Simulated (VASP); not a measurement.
Given:

```yaml
crystal:
  lattice:
    - [2.19738, -3.80597, 0.00000]
    - [2.19738, 3.80597, 0.00000]
    - [0.00000, 0.00000, 7.16643]
  atoms:
    - { symbol: Cd, position: [0.66667, 0.33333, 0.50001] }
    - { symbol: Cd, position: [0.33333, 0.66667, 0.00001] }
    - { symbol: Se, position: [0.66667, 0.33333, 0.87599] }
    - { symbol: Se, position: [0.33333, 0.66667, 0.37599] }
```

The numbers are results of PBE GGA, VASP's PBE PAW potentials (set 64) (plane waves; VASP), not measurements. Settings: 500 eV cut-off, 6×6×3 Γ-centred mesh, Gaussian smearing of 0.050 eV, potentials Cd Se.

### Question
Estimate the energy per atom (σ→0), band gap (on the k-mesh) with the smallest direct gap where there is one.

### Answer

```json
{
  "band gap (on the k-mesh)": "0.53 eV",
  "smallest direct gap (on the k-mesh)": "0.53 eV",
  "energy per atom (σ→0)": "-2.747 eV/atom"
}
```

The compound is CdSe in the wurtzite structure. It was relaxed first, which changed the volume by +7 %.
